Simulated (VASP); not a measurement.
Runs of VASP 6.6.1 on Co. The cell holds a sheet with vacuum, 1 atom: a = 2.347 Å, b = 2.347 Å, c = 23.800 Å, α = 90.00°, β = 90.00°, γ = 120.00°. The cell was built by a generator and needn't be a form met in nature.

| task | level | cell | smearing | atoms held fixed (from 0) | gap on the mesh (eV) | moment (μB) | work function (eV) |
| --- | --- | --- | --- | --- | --- | --- | --- |
| single point | PBE | as given | fermi-dirac 0.05 eV | - | none | 1.72 | 5.19 |
| work function | PBE | as given | gaussian 0.05 eV | - | none | 1.72 | (a) |
| band structure | PBE+D3 | as given | gaussian 0.01 eV | - | - | 1.72 | - |
| relaxation of the atoms | PBE+D4 | atoms relaxed | gaussian 0.05 eV | [0] | none | 1.72 | - |

Alike in all rows: potentials or basis VASP PAW PBE potentials, release 64 (Co); spin collinear, ferromagnetic start; k mesh 13 × 13 × 1; cutoff (eV) 520.

Problem. Fill in the values left out.

Solution. (a) 5.20.

Caveats: the relaxation stopped at its first step, so nothing moved (some runs).

A gap of «none» marks a metal or a gap under the smearing width.
